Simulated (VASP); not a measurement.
# HPbNO4 (P1) in VASP: equation of state, part 2 of 2

VASP 6.6.1. The steps go on from the part before.

### 3 Equation of state, PBE, 14.03 Å³/atom (volume scaled by 0.96)

The input, INCAR:

```
SYSTEM = HPbNO4
PREC     = Accurate       ! precision mode
ENCUT    = 520            ! plane-wave cutoff, eV
EDIFF    = 1E-7           ! SCF threshold, eV
ISMEAR   = -1             ! smearing method
SIGMA    = 0.05           ! smearing width, eV
LREAL    = .False.        ! projectors in reciprocal space
LASPH    = .True.         ! aspherical terms in the spheres
NELM     = 60             ! most SCF steps
ALGO     = Normal         ! electronic algorithm
ISIF     = 2              ! what is computed and relaxed
LWAVE    = .False.        ! write WAVECAR
LCHARG   = .False.        ! write CHGCAR
GGA      = PE             ! functional
NBANDS   = 57             ! bands
KPAR     = 4
```

The input, KPOINTS:

```
regular mesh
0
Gamma
  7 5 4
  0 0 0
```

The input, POSCAR:

```
HPbNO4
1.0
    4.0647120924     -0.0007990527     -0.0110486301
    0.0039853987      6.3403550274      0.0528755869
    0.0275327916      3.1637259029      7.6451982413
H Pb N O
2 2 2 8
Direct
    0.9036600000      0.2182100000      0.4885100000
    0.4033700000      0.7817700000      0.5114200000
    0.3945500000      0.3086300000      0.7072500000
    0.8948900000      0.6913500000      0.2926600000
    0.6340900000      0.1999000000      0.2073000000
    0.1338600000      0.8001200000      0.7927500000
    0.9082900000      0.3286600000      0.5436900000
    0.5379200000      0.3907600000      0.1949700000
    0.5348300000      0.1127900000      0.1060200000
    0.8371800000      0.0888700000      0.3267200000
    0.4081700000      0.6713200000      0.4562400000
    0.0377400000      0.6092400000      0.8052000000
    0.0342900000      0.8873700000      0.8939700000
    0.3371600000      0.9110100000      0.6733000000
```

Potentials or basis: VASP PAW PBE potentials, release 64 (H, Pb_d, N, O).

Started as:

```sh
$ cat potpaw_PBE.64/H/POTCAR potpaw_PBE.64/Pb_d/POTCAR potpaw_PBE.64/N/POTCAR potpaw_PBE.64/O/POTCAR > POTCAR
$ mpirun -np 4 vasp_std > vasp.out
```

Wall time 2.9 min (4 MPI ranks of AMD EPYC 9R45 (Zen 5), shared host); peak memory 0.7 GiB.

It converged, with:

- Free energy: -81.1107 eV
- Pressure: 4.9 GPa
- Largest force: 1.622 eV/Å
- Band gap on the k mesh: 3.32 eV, indirect (least direct gap 3.43 eV)

Caveat: the standard files for N, O and F lose accuracy on very short bonds; spin-orbit coupling is left out, which as a rule narrows the gap of such compounds by several tenths of an eV; an odd mesh through Γ misses points on the zone boundary, where band edges often lie; forces of over 1 eV/Å show positions far from the minimum, so gaps and moduli don't describe the material at rest.

### 4 Equation of state, PBE, 14.32 Å³/atom (volume scaled by 0.98)

INCAR is that of step 3.

KPOINTS is that of step 3.

POSCAR: that of step 3 with these lines changed.

```diff
@@ -2,5 +2,5 @@
 1.0
-    4.0647120924     -0.0007990527     -0.0110486301
-    0.0039853987      6.3403550274      0.0528755869
-    0.0275327916      3.1637259029      7.6451982413
+    4.0927454755     -0.0008045636     -0.0111248299
+    0.0040128851      6.3840829956      0.0532402576
+    0.0277226789      3.1855453917      7.6979254126
 H Pb N O
```

Started as:

```sh
$ cat potpaw_PBE.64/H/POTCAR potpaw_PBE.64/Pb_d/POTCAR potpaw_PBE.64/N/POTCAR potpaw_PBE.64/O/POTCAR > POTCAR
$ mpirun -np 4 vasp_std > vasp.out
```

Wall time 2.8 min (4 MPI ranks of AMD EPYC 9R45 (Zen 5), shared host); peak memory 0.71 GiB.

Results (log left out):

```yaml
Free_energy: -81.2122 eV
Pressure: 2.6 GPa
Largest_force: 0.991 eV/Å
Band_gap_on_the_k_mesh: 3.29 eV, indirect (least direct gap 3.39 eV)
```

Caveat: the standard files for N, O and F lose accuracy on very short bonds; spin-orbit coupling is left out, which as a rule narrows the gap of such compounds by several tenths of an eV; an odd mesh through Γ misses points on the zone boundary, where band edges often lie.

### 5 Equation of state, PBE, 14.90 Å³/atom (volume scaled by 1.02)

INCAR is that of step 4.

KPOINTS is that of step 4.

POSCAR: that of step 4 with these lines changed.

```diff
@@ -2,5 +2,5 @@
 1.0
-    4.0927454755     -0.0008045636     -0.0111248299
-    0.0040128851      6.3840829956      0.0532402576
-    0.0277226789      3.1855453917      7.6979254126
+    4.1476882125     -0.0008153644     -0.0112741743
+    0.0040667557      6.4697856113      0.0539549772
+    0.0280948398      3.2283094931      7.8012656017
 H Pb N O
```

Started as:

```sh
$ cat potpaw_PBE.64/H/POTCAR potpaw_PBE.64/Pb_d/POTCAR potpaw_PBE.64/N/POTCAR potpaw_PBE.64/O/POTCAR > POTCAR
$ mpirun -np 4 vasp_std > vasp.out
```

Run time: 2.9 min. Hardware: 4 MPI ranks of AMD EPYC 9R45 (Zen 5), shared host; peak memory 0.74 GiB.

Results (log left out):

* Free energy: -81.2566 eV
* Pressure: -1.2 GPa
* Largest force: 0.173 eV/Å
* Band gap on the k mesh: 3.24 eV, indirect (least direct gap 3.32 eV)

Caveat: spin-orbit coupling is left out, which as a rule narrows the gap of such compounds by several tenths of an eV; an odd mesh through Γ misses points on the zone boundary, where band edges often lie.

### 6 Equation of state, PBE, 15.19 Å³/atom (volume scaled by 1.04)

INCAR is that of step 5.

KPOINTS is that of step 5.

POSCAR: that of step 5 with these lines changed.

```diff
@@ -2,5 +2,5 @@
 1.0
-    4.1476882125     -0.0008153644     -0.0112741743
-    0.0040667557      6.4697856113      0.0539549772
-    0.0280948398      3.2283094931      7.8012656017
+    4.1746220075     -0.0008206591     -0.0113473853
+    0.0040931640      6.5117983834      0.0543053440
+    0.0282772790      3.2492731292      7.8519245900
 H Pb N O
```

Potentials or basis: VASP PAW PBE potentials, release 64 (H, Pb_d, N, O).

Started as:

```sh
$ cat potpaw_PBE.64/H/POTCAR potpaw_PBE.64/Pb_d/POTCAR potpaw_PBE.64/N/POTCAR potpaw_PBE.64/O/POTCAR > POTCAR
$ mpirun -np 4 vasp_std > vasp.out
```

Wall time 2.9 min (4 MPI ranks of AMD EPYC 9R45 (Zen 5), shared host); peak memory 0.75 GiB.

It converged, with:

```yaml
Free_energy: -81.2102 eV
Pressure: -2.9 GPa
Largest_force: 0.632 eV/Å
Band_gap_on_the_k_mesh: 3.21 eV, indirect (least direct gap 3.28 eV)
```

Caveat: spin-orbit coupling is left out, which as a rule narrows the gap of such compounds by several tenths of an eV; an odd mesh through Γ misses points on the zone boundary, where band edges often lie.

### 7 Equation of state, PBE, 15.49 Å³/atom (volume scaled by 1.06)

INCAR is that of step 6.

KPOINTS is that of step 6.

POSCAR: that of step 6 with these lines changed.

```diff
@@ -2,5 +2,5 @@
 1.0
-    4.1746220075     -0.0008206591     -0.0113473853
-    0.0040931640      6.5117983834      0.0543053440
-    0.0282772790      3.2492731292      7.8519245900
+    4.2012126735     -0.0008258864     -0.0114196636
+    0.0041192358      6.5532759245      0.0546512473
+    0.0284573939      3.2699696944      7.9019381970
 H Pb N O
```

Potentials or basis: VASP PAW PBE potentials, release 64 (H, Pb_d, N, O).

Started as:

```sh
$ cat potpaw_PBE.64/H/POTCAR potpaw_PBE.64/Pb_d/POTCAR potpaw_PBE.64/N/POTCAR potpaw_PBE.64/O/POTCAR > POTCAR
$ mpirun -np 4 vasp_std > vasp.out
```

OUTCAR:

```text
SYSTEM = HPbNO4
   PREC = Accurate
   ENCUT = 520
   EDIFF = 1E-7
   ISMEAR = -1
   LREAL = .False.
   LASPH = .True.
   NELM = 60
   ISIF = 2
   GGA = PE

 Found     71 irreducible k-points:

 Following reciprocal coordinates:
            Coordinates               Weight
  0.000000  0.000000  0.000000      1.000000
  0.142857  0.000000  0.000000      2.000000
  0.285714 -0.000000  0.000000      2.000000
[... 443 lines left out ...]

 VOLUME and BASIS-vectors are now :
 -----------------------------------------------------------------------------
  energy-cutoff  :      520.00
  volume of cell :      216.81
      direct lattice vectors                 reciprocal lattice vectors
     4.201212673 -0.000825886 -0.011419664     0.238024315 -0.000142961 -0.000798041
     0.004119236  6.553275925  0.054651247    -0.000142136  0.153123961 -0.063365045
     0.028457394  3.269969694  7.901938197     0.000344969 -0.001059240  0.126988321

 POSITION                                       TOTAL-FORCE (eV/Angst)
 -----------------------------------------------------------------------------------
      3.81127      3.02666      3.86178         0.008047      0.615439      0.296726
      1.71242      6.79515      4.07933         0.006308     -0.615149     -0.296330
      1.67899      4.33490      5.60101        -0.101247     -0.018049     -0.400373
      3.77080      5.48686      2.34015        -0.099272      0.018509      0.401100
      2.67067      1.98734      1.64176        -0.025690      0.050703     -0.004851
      0.58823      7.83557      6.30646        -0.027854     -0.052423      0.006628
      3.83275      3.93090      4.30379         0.001784     -0.429091     -0.252590
      2.26707      3.19786      1.55585         0.400242     -1.012277      0.084749
      2.25042      1.08538      0.83782         0.383826      0.722701      0.676519
      3.52683      1.65006      2.57702        -0.667989      0.195140     -0.721335
      1.73056      5.89090      3.63721         0.003882      0.428507      0.251979
      0.18398      6.62547      6.39551         0.401428      1.013048     -0.088101
      0.17315      8.73841      7.11220         0.380208     -0.723339     -0.678262
      1.43939      8.17149      5.36631        -0.663672     -0.193721      0.724139
 -----------------------------------------------------------------------------------
    total drift:                                0.000326     -0.000082      0.000055

  FREE ENERGIE OF THE ION-ELECTRON SYSTEM (eV)
  ---------------------------------------------------
  free  energy   TOTEN  =       -81.1237729244 eV

  energy  without entropy=      -81.1237729243  energy(sigma->0) =      -81.12377292
```

Run time: 3.8 min. Hardware: 4 MPI ranks of AMD EPYC 9R45 (Zen 5), shared host; peak memory 0.75 GiB.

What came out:

```yaml
Free_energy: -81.1238 eV
Pressure: -4.3 GPa
Largest_force: 1.093 eV/Å
Band_gap_on_the_k_mesh: 3.18 eV, indirect (least direct gap 3.24 eV)
```

Caveat: spin-orbit coupling is left out, which as a rule narrows the gap of such compounds by several tenths of an eV; an odd mesh through Γ misses points on the zone boundary, where band edges often lie; forces of over 1 eV/Å show positions far from the minimum, so gaps and moduli don't describe the material at rest.

### 8 Equation of state, PBE

Potentials or basis: VASP PAW PBE potentials, release 64 (H, Pb_d, N, O).

No new run: the results of the series are fitted here.

What came out:

- Equilibrium volume: 14.74 Å³/atom
- Bulk modulus at fixed shape and positions: 93 GPa
- Pressure derivative of the bulk modulus: 4.3

Energy against volume, from the lowest point:
```
volume (Å³/atom)  energy (meV/atom)
          13.733              22.19
          14.025              10.60
          14.317               3.35
          14.610               0.00
          14.902               0.17
          15.194               3.49
          15.486               9.66
```

Caveat: the standard files for N, O and F lose accuracy on very short bonds; the cell was scaled at fixed shape and fractional positions, which overstates the stiffness of a crystal with free parameters, most of all of layers and chains.
